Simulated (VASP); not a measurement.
# YNb (Pm-3m) in VASP: reference runs

Reference runs on YNb: the cell as given and a disturbed copy.

All numbers are computed with VASP 6.6.1; they aren't measurements. Logs are shortened: lines on timing, memory, paths and dates and some standing lists are left out, and cuts for length are marked.

### 1 Starting point

Symmetry: Pm-3m, No. 221, cubic system. Conventional cell: a = 3.611 Å, b = 3.611 Å, c = 3.611 Å, α = 90.00°, β = 90.00°, γ = 90.00°. Y (site symmetry m-3m) has 8 Nb at 3.13 Å as nearest neighbours. Nb (site symmetry m-3m) has 8 Y at 3.13 Å as nearest neighbours.

The cell was built by a generator and needn't be a form met in nature.

### 2 Single point, PBE

INCAR

```
PREC = Accurate
ENCUT = 520
EDIFF = 1E-7
ISMEAR = -1
SIGMA = 0.05
LREAL = False
LASPH = True
NELM = 80
ALGO = Normal
ISIF = 2
LWAVE = False
LCHARG = False
GGA = PE
NBANDS = 19
```

KPOINTS

```
regular mesh
0
Gamma
  7 7 7
```

POSCAR

```
YNb
1.0
    3.6114100000      0.0000000000      0.0000000000
    0.0000000000      3.6114100000      0.0000000000
    0.0000000000      0.0000000000      3.6114100000
Y Nb
1 1
Direct
    0.0000000000      0.0000000000      0.0000000000
    0.5000000000      0.5000000000      0.5000000000
```

Potentials or basis: VASP PAW PBE potentials, release 64 (Y_sv, Nb_sv).

Launch:

```bash
> cat potpaw_PBE.64/Y_sv/POTCAR potpaw_PBE.64/Nb_sv/POTCAR > POTCAR
> mpirun -np 1 vasp_std > vasp.out
```

OUTCAR:

```text
PREC = Accurate
   ENCUT = 520
   EDIFF = 1E-7
   ISMEAR = -1
   LREAL = False
   LASPH = True
   NELM = 80
   ISIF = 2
   GGA = PE

 ion  position               nearest neighbor table
   1  0.000  0.000  0.000-   2 3.13   2 3.13   2 3.13   2 3.13   2 3.13   2 3.13   2 3.13   2 3.13

   2  0.500  0.500  0.500-   1 3.13   1 3.13   1 3.13   1 3.13   1 3.13   1 3.13   1 3.13   1 3.13

  LATTYP: Found a simple cubic cell.
 ALAT       =     3.6114100000

  Lattice vectors:

 A1 = (   3.6114100000,   0.0000000000,   0.0000000000)
 A2 = (   0.0000000000,   3.6114100000,   0.0000000000)
 A3 = (   0.0000000000,   0.0000000000,   3.6114100000)

Analysis of symmetry for initial positions (statically):
=====================================================================
 Subroutine PRICEL returns:
 Original cell was already a primitive cell.

 Routine SETGRP: Setting up the symmetry group for a
 simple cubic supercell.

 Subroutine GETGRP returns: Found 48 space group operations
 (whereof 48 operations were pure point group operations)
 out of a pool of 48 trial point group operations.

The static configuration has the point symmetry O_h .

Analysis of symmetry for dynamics (positions and initial velocities):
=====================================================================
 Subroutine PRICEL returns:
 Original cell was already a primitive cell.

 Routine SETGRP: Setting up the symmetry group for a
 simple cubic supercell.

 Subroutine GETGRP returns: Found 48 space group operations
 (whereof 48 operations were pure point group operations)
 out of a pool of 48 trial point group operations.

The dynamic configuration has the point symmetry O_h .

 Subroutine INISYM returns: Found 48 space group operations
 (whereof 48 operations are pure point group operations),
 and found     1 'primitive' translations

----------------------------------------------------------------------------------------

                                     Primitive cell

  volume of cell :      47.1010

  direct lattice vectors                    reciprocal lattice vectors
     3.611410000  0.000000000  0.000000000     0.276900158  0.000000000  0.000000000
     0.000000000  3.611410000  0.000000000     0.000000000  0.276900158  0.000000000
     0.000000000  0.000000000  3.611410000     0.000000000  0.000000000  0.276900158

  length of vectors
     3.611410000  3.611410000  3.611410000     0.276900158  0.276900158  0.276900158

  position of ions in fractional coordinates (direct lattice)
     0.000000000  0.000000000  0.000000000
     0.500000000  0.500000000  0.500000000

  ion indices of the primitive-cell ions
   primitive index   ion index
                 1           1
                 2           2

----------------------------------------------------------------------------------------

 KPOINTS: regular mesh

Automatic generation of k-mesh.
 Grid dimensions read from file:
 generate k-points for:    7    7    7

 Generating k-lattice:

  Cartesian coordinates                     Fractional coordinates (reciprocal lattice)
     0.039557165  0.000000000  0.000000000     0.142857143  0.000000000  0.000000000
     0.000000000  0.039557165  0.000000000     0.000000000  0.142857143  0.000000000
     0.000000000  0.000000000  0.039557165     0.000000000  0.000000000  0.142857143

  Length of vectors
     0.039557165  0.039557165  0.039557165

  Shift w.r.t. Gamma in fractional coordinates (k-lattice)
     0.000000000  0.000000000  0.000000000

 Subroutine IBZKPT returns following result:
 ===========================================

 Found     20 irreducible k-points:

 Following reciprocal coordinates:
            Coordinates               Weight
  0.000000  0.000000  0.000000      1.000000
  0.142857  0.000000  0.000000      6.000000
  0.285714  0.000000  0.000000      6.000000
  0.428571  0.000000  0.000000      6.000000
  0.142857  0.142857  0.000000     12.000000
  0.285714  0.142857  0.000000     24.000000
[... 12 lines left out ...]
  0.428571  0.428571  0.285714     24.000000
  0.428571  0.428571  0.428571      8.000000
   k-points           NKPTS =     20   k-points in BZ     NKDIM =     20   number of bands    NBANDS=     19
   number of dos      NEDOS =    301   number of ions     NIONS =      2
   total plane-waves  NPLWV =  21952
   dimension x,y,z NGX =    28 NGY =   28 NGZ =   28
   dimension x,y,z NGXF=    56 NGYF=   56 NGZF=   56
   ions per type =               1   1
   NGX,Y,Z   is equivalent  to a cutoff of  12.89, 12.89, 12.89 a.u.
   NGXF,Y,Z  is equivalent  to a cutoff of  25.78, 25.78, 25.78 a.u.
 SYSTEM =  unknown system
   PREC   = accura    normal or accurate (medium, high low for compatibility)
   ISTART =      0    job   : 0-new  1-cont  2-samecut
   ICHARG =      2    charge: 1-file 2-atom 10-const
   ISPIN  =      1    spin polarized calculation?
   LNONCOLLINEAR =      F non collinear calculations
   LSORBIT =      F    spin-orbit coupling
   LASPH  =      T    aspherical Exc in radial PAW
   ENCUT  =  520.0 eV  38.22 Ry    6.18 a.u.   6.71  6.71  6.71*2*pi/ulx,y,z
   NELM   =     80;   NELMIN=  2; NELMDL= -5     # of ELM steps
   EDIFF  = 0.1E-06   stopping-criterion for ELM
   LREAL  =      F    real-space projection
   EDIFFG = 0.1E-05   stopping-criterion for IOM
   NSW    =      0    number of steps for IOM
   IBRION =     -1    ionic relax: 0-MD 1-quasi-New 2-CG
   NFREE  =      0    steps in history (QN), initial steepest desc. (CG)
   ISIF   =      2    stress and relaxation
   ISYM   =      2    0-nonsym 1-usesym 2-fastsym
   POTIM  = 0.5000    time-step for ionic-motion
   TEBEG  =    0.0;   TEEND  =   0.0 temperature during run
   PSTRESS=    0.0 pullay stress
   NELECT =      24.0000    total number of electrons
   NUPDOWN=      -1.0000    fix difference up-down
   EMIN   =  10.00;   EMAX   =-10.00  energy-range for DOS
   EFERMI =   0.00;   METHOD = LEGACY
   ISMEAR =    -1;   SIGMA  =   0.05  broadening in eV -4-tet -1-fermi 0-gaus
   EFERMI_NEDOS =   21; number of points for ismear=-14 and -15
   IALGO  =     38    algorithm
   IMIX   =      4    mixing-type and parameters
     AMIX     =   0.40;   BMIX     =  1.00
     AMIX_MAG =   1.60;   BMIX_MAG =  1.00
  volume/ion in A,a.u.               =      23.55       158.93
  Fermi-wavevector in a.u.,A,eV,Ry     =   1.307581  2.470969 23.262791  1.709767
  Thomas-Fermi vector in A             =   2.438306
   LORBIT       =      0    0 simple, 1 ext, 2 COOP (PROOUT), +10 PAW based schemes
   GGA     = PE    functional components
   LHFCALC =     F    Hartree Fock is set to
   AEXX    =    0.0000 exact exchange contribution
   IVDW    =     0    specifies the selected vdW correction
   LEPSILON=     F    determine dielectric tensor
   LRPA    =     F    only Hartree local field effects (RPA)
 non-spin polarized calculation
  energy-cutoff  :      520.00
  volume of cell :       47.10
 maximum number of plane-waves:      1309
 NGX is ok and might be reduce to    28
   NGX = 13   NGY = 13   NGZ = 13

 number of electron      23.9999998 magnetization

 Free energy of the ion-electron system (eV)
  ---------------------------------------------------
  ext. energy  EPLUGINS =         0.00000000
  ---------------------------------------------------
  free energy    TOTEN  =       -15.49754359 eV

  energy without entropy =      -15.46357226  energy(sigma->0) =      -15.48055793

 E-fermi :   6.3296     XC(G=0): -10.9613

 val. band max:        6.2822650192   @ k =   0.4286   0.2857   0.0000
 cond. band min:       6.3461051129   @ k =   0.4286   0.2857   0.0000
 fundamental gap:      0.0638400937
 Fermi energy:         6.3296284515

 k-point     1 :       0.0000    0.0000    0.0000
  band No.  band energies     occupation
      1     -48.2820      2.00000
      2     -35.2040      2.00000
      3     -24.3101      2.00000
      4     -24.3101      2.00000
      5     -24.3101      2.00000
      6     -15.1302      2.00000
[... 11 lines left out ...]
     18      12.6974      0.00000
     19      12.6974      0.00000

 k-point     2 :       0.1429    0.0000    0.0000
  band No.  band energies     occupation
      1     -48.2809      2.00000
      2     -35.2007      2.00000
      3     -24.3265      2.00000
      4     -24.3075      2.00000
      5     -24.3075      2.00000
      6     -15.1982      2.00000
[... 11 lines left out ...]
     18      11.2747      0.00000
     19      12.4318      0.00000

 k-point     3 :       0.2857    0.0000    0.0000
  band No.  band energies     occupation
      1     -48.2783      2.00000
      2     -35.1934      2.00000
      3     -24.3632      2.00000
      4     -24.3015      2.00000
      5     -24.3015      2.00000
      6     -15.3473      2.00000
[... 11 lines left out ...]
     18      10.2294      0.00000
     19      11.7572      0.00000

 k-point     4 :       0.4286    0.0000    0.0000
  band No.  band energies     occupation
      1     -48.2762      2.00000
      2     -35.1875      2.00000
      3     -24.3924      2.00000
      4     -24.2968      2.00000
      5     -24.2968      2.00000
      6     -15.4634      2.00000
[... 11 lines left out ...]
     18       9.6062      0.00000
     19      11.1884      0.00000

 k-point     5 :       0.1429    0.1429    0.0000
  band No.  band energies     occupation
      1     -48.2797      2.00000
      2     -35.1972      2.00000
      3     -24.3283      2.00000
      4     -24.3212      2.00000
      5     -24.3050      2.00000
      6     -15.2072      2.00000
[... 11 lines left out ...]
     18      10.4960      0.00000
     19      12.7015      0.00000
[... 246 lines left out ...]
      2     -35.1668      2.00000
      3     -24.3581      2.00000
      4     -24.3581      2.00000
      5     -24.3570      2.00000
      6     -15.2976      2.00000
[... 11 lines left out ...]
     18      10.9006      0.00000
     19      11.9018      0.00000

 k-point    18 :       0.4286    0.2857    0.2857
  band No.  band energies     occupation
      1     -48.2692      2.00000
      2     -35.1593      2.00000
      3     -24.3924      2.00000
      4     -24.3570      2.00000
      5     -24.3519      2.00000
      6     -15.3949      2.00000
[... 11 lines left out ...]
     18      11.9791      0.00000
     19      13.1037      0.00000

 k-point    19 :       0.4286    0.4286    0.2857
  band No.  band energies     occupation
      1     -48.2673      2.00000
      2     -35.1517      2.00000
      3     -24.3895      2.00000
      4     -24.3894      2.00000
      5     -24.3489      2.00000
      6     -15.3869      2.00000
[... 11 lines left out ...]
     18      12.3837      0.00000
     19      13.9387      0.00000

 k-point    20 :       0.4286    0.4286    0.4286
  band No.  band energies     occupation
      1     -48.2654      2.00000
      2     -35.1443      2.00000
      3     -24.3838      2.00000
      4     -24.3823      2.00000
      5     -24.3823      2.00000
      6     -15.3914      2.00000
[... 11 lines left out ...]
     18      12.4496      0.00000
     19      13.0889      0.00000

------------------------ aborting loop because EDIFF is reached ----------------------------------------

  FORCE on cell =-STRESS in cart. coord.  units (eV):
  Direction    XX          YY          ZZ          XY          YZ          ZX
  --------------------------------------------------------------------------------------
  -------------------------------------------------------------------------------------
  Total       -0.0338952     -0.0338952     -0.0338952     -0.0000000     -0.0000000      0.0000000
  in kB       -1.1529709     -1.1529709     -1.1529709     -0.0000000     -0.0000000      0.0000000
  external PRESSURE =      -1.1529709 kB  Pullay stress =       0.0000000 kB

 VOLUME and BASIS-vectors are now :
 -----------------------------------------------------------------------------
  energy-cutoff  :      520.00
  volume of cell :       47.10
      direct lattice vectors                 reciprocal lattice vectors
     3.611410000  0.000000000  0.000000000     0.276900158  0.000000000  0.000000000
     0.000000000  3.611410000  0.000000000     0.000000000  0.276900158  0.000000000
     0.000000000  0.000000000  3.611410000     0.000000000  0.000000000  0.276900158

 POSITION                                       TOTAL-FORCE (eV/Angst)
 -----------------------------------------------------------------------------------
      0.00000      0.00000      0.00000         0.000000      0.000000      0.000000
      1.80570      1.80570      1.80570         0.000000      0.000000      0.000000
 -----------------------------------------------------------------------------------
    total drift:                                0.000000      0.000000      0.000000

  FREE ENERGIE OF THE ION-ELECTRON SYSTEM (eV)
  ---------------------------------------------------
  free  energy   TOTEN  =       -15.4975435896 eV

  energy  without entropy=      -15.4635722641  energy(sigma->0) =      -15.48055793
```

Wall time 31 s (1 thread of AMD EPYC 7R43 (Zen 3), shared host); peak memory 0.14 GiB.

What came out:

```yaml
Free_energy: -15.4975 eV
Pressure: -0.1 GPa
Band_gap_on_the_k_mesh: none (metal or under the smearing width)
```

### 3 Single point, PBE (atoms moved at random, drawn with an rms of 0.05 Å)

INCAR

```
  PREC = Accurate
  ENCUT = 520
  EDIFF = 1E-7
  ISMEAR = -1
  SIGMA = 0.05
  LREAL = False
  LASPH = True
  NELM = 80
  ALGO = Normal
  ISIF = 2
  LWAVE = False
  LCHARG = False
  GGA = PE
  NBANDS = 19
```

KPOINTS is that of step 2.

POSCAR

```
YNb
1.0
    3.6114100000      0.0000000000      0.0000000000
    0.0000000000      3.6114100000      0.0000000000
    0.0000000000      0.0000000000      3.6114100000
Y Nb
1 1
Direct
   -0.0050410000     -0.0111600000     -0.0139390000
    0.5083030000      0.5089530000      0.5032150000
```

Potentials or basis: VASP PAW PBE potentials, release 64 (Y_sv, Nb_sv).

Launch:

```bash
> cat potpaw_PBE.64/Y_sv/POTCAR potpaw_PBE.64/Nb_sv/POTCAR > POTCAR
> mpirun -np 1 vasp_std > vasp.out
```

Run time: 4.2 min. Hardware: 1 thread of AMD EPYC 7R43 (Zen 3), shared host; peak memory 0.27 GiB.

Results (log left out):

* Free energy: -15.4689 eV
* Pressure: 0.1 GPa
* Largest force: 0.545 eV/Å
* Band gap on the k mesh: none (metal or under the smearing width)

Forces in eV/Å, atoms in the order of the input:
```
Y    0.247  0.369  0.316
Nb  -0.247 -0.369 -0.316
```

Stress tensor (GPa, compression positive):
```
0.12 0.11 0.09
0.11 0.10 0.14
0.09 0.14 0.11
```

Levels at points of the mesh, in eV from the Fermi level:
| k point | band 8 | band 9 | band 10 | band 11 | band 12 | band 13 | band 14 | band 15 | band 16 | band 17 |
| --- | --- | --- | --- | --- | --- | --- | --- | --- | --- | --- |
| (0.00, 0.00, 0.00) | -21.46 | -5.18 | -2.43 | -2.42 | 0.86 | 0.90 | 0.90 | 3.76 | 3.79 | 6.31 |
